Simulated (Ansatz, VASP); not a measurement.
**SiOF: VASP beside Ansatz**

Wanted: the spread between two codes on one cell, functional and k mesh. The cell is invented: As first built, before any earlier steps moved the atoms (in the runner's words): it takes the TiOF structure with some of its atoms replaced by other elements, volume scaled by an estimate. It may not be a known or stable phase. The cell is taken from a series of runs on this material, whose earlier steps may have relaxed, scaled, displaced or heated it; both programs get it as it stands.

Calculated with Ansatz 0.2.0; plane waves, with VASP 6.6.1 beside it; zone-centre phonons at BLYP.

## 1. Set-up

The structure is tetragonal, space group P4/mmm (No. 123). The conventional cell has a = 2.909 Å, b = 2.909 Å, c = 3.891 Å, α = 90.00°, β = 90.00°, γ = 90.00°. Nearest to Si lie 2 F at 1.95 Å and 4 O at 2.06 Å. F has 2 Si at 1.95 Å nearest. O has 4 Si at 2.06 Å nearest. As first built, before any earlier steps moved the atoms (in the runner's words): sites of the TiOF structure (space group 123) filled with other elements, volume scaled by an estimate. Farther neighbours and most contacts between anions are not listed.

## 2. Ansatz: zone-centre phonons, BLYP

Ansatz runs on its default PAW (the set named soft_2) files.

Second derivatives magnify differences that forces hide, and they need a tight electronic threshold.

Input file input.yaml:

```yaml
crystal:
  lattice:
    - [2.9090897815, 0.0, 0.0]
    - [0.0, 2.9090897815, 0.0]
    - [0.0, 0.0, 3.8913128445]
  atoms:
    - { symbol: Si, position: [0.0, 0.0, 0.0] }
    - { symbol: F, position: [0.0, 0.0, 0.5] }
    - { symbol: O, position: [0.5, 0.5, 0.0] }
hamiltonian:
  xc: blyp
  pseudopotentials: { kind: paw }
kpoints:
  mp_grid: { grid: [8, 8, 6] }
scf:
  occupations: { method: gaussian, width: 0.05 }
phonons:
  method: dfpt
  qpoints: [[0, 0, 0]]
```

Run with:

```console
$ ansatz run input.yaml --threads 4 --pin off --max-ram 9216MiB --backend cpu --events-out ev --progress --plain --runs-dir out
```

Numbers of over 12 decimals in the logs are rounded to 6 here.

Output:

```text
zone centre: on kpoints.mp_grid the ground state, and the responses unless they are solved on pairs of k-points, stand on 100 of the mesh's 384 k-points, reduced under 8 symmetry operations, with k and −k counted as one. Each operation leaves every solved displacement unchanged or reverses it
Engine: ansatz 0.2.0, x86_64-unknown-linux-gnu
Pseudopotentials: kind: paw
Pseudopotential: Si, paw, valence charge 4, recommended cutoff 420 eV (normal), Si.paw.azcp
Pseudopotential: F, paw, valence charge 7, recommended cutoff 420 eV (normal), F.paw.azcp
Pseudopotential: O, paw, valence charge 6, recommended cutoff 420 eV (normal), O.paw.azcp
Functional definition: BLYP
  parameter beta = 0.0042
  parameter a = 0.04918
  parameter b = 0.132
  parameter c = 0.2533
  parameter d = 0.349
  exchange = b88_x(beta = beta)
  correlation = lyp_c(a = a, b = b, c = c, d = d)
Crystal: 3 atoms, lattice volume = 32.931 Å³
Basis set: ecut = 420 eV, 633 PW (Γ), exchange–correlation on 40×40×54 points (8 copies of the dense FFT grid, shifted against one another)
Bands: 13, of which v1, the nominal top of the filled ones, is band 9 counted from 1 (8 counted from 0)
Symmetry: 16 space group operations
k-points: 100 of 384 (irreducible under 8 space group operations)
Non-local potential: Si, projectors of the file, l = 0: 2, l = 1: 2, l = 2: 2
Non-local potential: F, projectors of the file, l = 0: 2, l = 1: 2, l = 2: 1
Non-local potential: O, projectors of the file, l = 0: 2, l = 1: 2, l = 2: 1
PAW form: soft (Blöchl's): semilocal exchange-correlation on the pseudo side does not see the compensation charge
PAW frozen core: Si, regenerated for the run's functional, and the local potential with it (the file was generated under x = pbe(κ = 0.804, μ = 0.219515), c = pbe(β = 0.066725))
PAW frozen core: F, regenerated for the run's functional, and the local potential with it (the file was generated under x = pbe(κ = 0.804, μ = 0.219515), c = pbe(β = 0.066725))
PAW frozen core: O, regenerated for the run's functional, and the local potential with it (the file was generated under x = pbe(κ = 0.804, μ = 0.219515), c = pbe(β = 0.066725))
PAW one-centre angular grid: Si, 110 points (default); XC on 64 Gauss nodes
PAW one-centre angular grid: F, 110 points (default); XC on 64 Gauss nodes
PAW one-centre angular grid: O, 110 points (default); XC on 64 Gauss nodes
Initial density: superposition of atomic densities (neutral atoms: chi_scale 0, normalization atom), corrected by the library's trained network
Initial wavefunctions: pseudopotential atomic-orbital guess
Functional: x = b88, c = lyp
SCF iter   1: F=—  HF=-2019.219303 eV  |F-HF|=—  |Δ(HF+E_count)|=         —  Δρ=2.21e-2  dr2=1.08e-1  ethr=1.77e-3  ⟨swp⟩=6.0  Hψ=8335  notcnv=0
preconditioner: auto → LDOS  [insulator: Δε(μ)=0.209 eV  Ē_g=16.520 eV  σ=0.050 eV  W_gap=0.50  n_scr=6 (ndim 8)  ℏωp=26.7 eV  f_vac=0.030  D(μ)=0.48/eV (n_scr^D=2)  ε∞_Penn≈3.6  β→1.0]
SCF iter   2: F=—  HF=-2019.207538 eV  |F-HF|=—  |Δ(HF+E_count)|=   1.18e-2  Δρ=1.67e-2  dr2=4.94e-2  ethr=6.36e-4  ⟨swp⟩=2.0  Hψ=3342  notcnv=0  defer=42
SCF iter   3: F=—  HF=-2019.192548 eV  |F-HF|=—  |Δ(HF+E_count)|=   1.50e-2  Δρ=1.99e-3  dr2=7.08e-4  ethr=2.90e-4  ⟨swp⟩=2.1  Hψ=2476  notcnv=0  defer=42
SCF iter   4: F=—  HF=-2019.192479 eV  |F-HF|=—  |Δ(HF+E_count)|=   6.90e-5  Δρ=4.31e-4  dr2=4.94e-5  ethr=4.17e-6  ⟨swp⟩=2.2  Hψ=2007  notcnv=0  defer=42
SCF iter   5: F=—  HF=-2019.192477 eV  |F-HF|=—  |Δ(HF+E_count)|=   1.74e-6  Δρ=5.05e-5  dr2=4.56e-7  ethr=2.91e-7  ⟨swp⟩=2.4  Hψ=1830  notcnv=0  defer=42
SCF iter   6: F=—  HF=-2019.192475 eV  |F-HF|=—  |Δ(HF+E_count)|=   1.83e-6  Δρ=5.62e-6  dr2=6.61e-9  ethr=2.68e-9  ⟨swp⟩=2.5  Hψ=2053  notcnv=0  defer=42
SCF iter   7: F=—  HF=-2019.192475 eV  |F-HF|=—  |Δ(HF+E_count)|=  2.82e-10  Δρ=5.05e-7  dr2=3.23e-11  ethr=3.89e-11  ⟨swp⟩=2.3  Hψ=1961  notcnv=0  defer=42
SCF iter   8: F=-2019.192475 eV  HF=-2019.192475 eV  |F-HF|=9.09e-13  |Δ(HF+E_count)|=  6.64e-11  Δρ=4.88e-8  dr2=3.36e-13  ethr=1.00e-12  ⟨swp⟩=7.9  Hψ=6161  notcnv=0
SCF 1 converged in 8 iterations: F = -2019.192475 eV  dr2 = 3.36e-13
  greatest PAW one-centre occupation: 0.929 electrons in one spin orbital (limit 2), on the F atom at site 1 (counted from 0), in its partial waves of l = 0
DFPT response loops at Γ: preconditioner auto → Kerker (q_TF=auto, 2.444 Å⁻¹) (partly filled bands, converged f_vac=0.024); β = 1.00, the filter's whole step (`scf.mixing.beta` (0.50) is not read by the response loops under this deck's `scf.mixing.preconditioner`; to damp them name `kerker` or `kerker_dos`, under which they read `scf.mixing.beta`, and type it under 1.00, their step now; both keys bind the ground state too); Broyden in place of MSR1
SCF converged after 8 iterations
Free energy (F): -2019.192475 eV
Harris-Foulkes:  -2019.192475 eV  (|F-HF|=9.09e-13)
Internal energy: -2019.191532 eV  (E = F + TS)
E sigma→0 (E₀):  -2019.192004 eV
Entropy (-TS):   -0.000943 eV (-0.314 meV/atom)
Fermi energy:    8.547938 eV
--- Per-component energies (eV) ---
  E_band       = -34.217289
  E_kinetic    = 421.301841
  E_local      = -952.052840  (includes V_loc(G=0)·N_el)
  E_nonlocal   = 148.078529
  E_hartree    = 346.090834
  E_xc         = -206.348020
  E_vxc        = -239.369400  (∫ρ·V_xc dr)
  E_paw        = -880.674131  (= ΣΔE_a)
  E_vpaw       = -104.361549  (= ΣTr[D̂ρ^β])
  E_aug_tail   = 0.004477  (compensation charges beyond the density's cutoff)
  E_ewald      = -895.612310
  E_core_change = 0.020087  (= ΣΔE_core)
  E_smearing   = -0.000943  (= −TS)
  E_closure    = -0.000000  (closes the sum)
  Σ components = -2019.192475   (vs F -2019.192475, Δ=0.00e0)
--- Band table (eV; the first three rows and the last of 100) ---
  k-point 0: bands = [... 5 lower, 3.3982, 3.3982, 4.3248, 4.4945, 13.8468, 15.4380, 16.3174, 17.9139]
  k-point 1: bands = [... 5 lower, 3.2796, 3.2796, 3.5909, 5.4774, 13.9311, 14.8474, 16.7575, 17.7300]
  k-point 2: bands = [... 5 lower, 2.9702, 2.9702, 3.0314, 6.6606, 13.5962, 14.1123, 17.4336, 17.4336]
  k-point 99: bands = [... 5 lower, 1.5801, 1.5801, 4.2082, 7.9128, 13.9242, 15.3998, 15.3998, 17.2085]
--- Phonons (Γ-DFPT): 6 representative perturbations + reference, on 100 of 384 k-points (Σ response iterations 19) ---
  k mesh reduced under 8 symmetry operations, with k and −k counted as one. Each operation leaves every solved displacement unchanged or reverses it
  ASR residual: 2.547e-2 → 0.000e0 eV/Å²; symmetrization residual: 1.260e-6 eV/Å²
  ASR residual per site (eV/Å²): 1.17e-3 2.55e-2 4.05e-4
  Γ frequencies (cm⁻¹): -447.79 -447.79 -377.66 0.00 0.00 0.00 234.67 234.67 396.20
  non-analytic LO–TO correction: not included (Born effective charges unavailable; polar crystals: no LO–TO splitting at Γ)
--- Phonons (arbitrary-q DFPT): 1 explicit q-point ---
  q = [0, 0, 0] (of the zone-centre solve; hermiticity 3.07e-7, symmetrization 6.16e-15): -447.79 -447.79 -377.66 -0.00 -0.00 0.00 234.67 234.67 396.20
  sum rule: each row above includes the acoustic sum rule's correction from the zone centre's row sums; it moved no ω² by more than (19.09 cm⁻¹)²
```

In the SCF lines HF is the Harris–Foulkes energy and dr2 the Hartree energy of the density residual, in eV; the loop may stop once dr2 is under the threshold and the program's other checks hold. Hψ counts applications of the Hamiltonian.

[end of part 1 of 3]

[Lines on the potential files, build, host, timing and source positions are cut from VASP's logs without a mark.]

[Logs are printed without paths, hosts, clocks, repeated set-up lines and the standing remarks that a program may print on its own settings, such as how far it seeks lower states.]

[Hosts, paths, dates, database ids (printed as entryN), source tags and the programs' standing remarks are cut or masked in the printed files.]
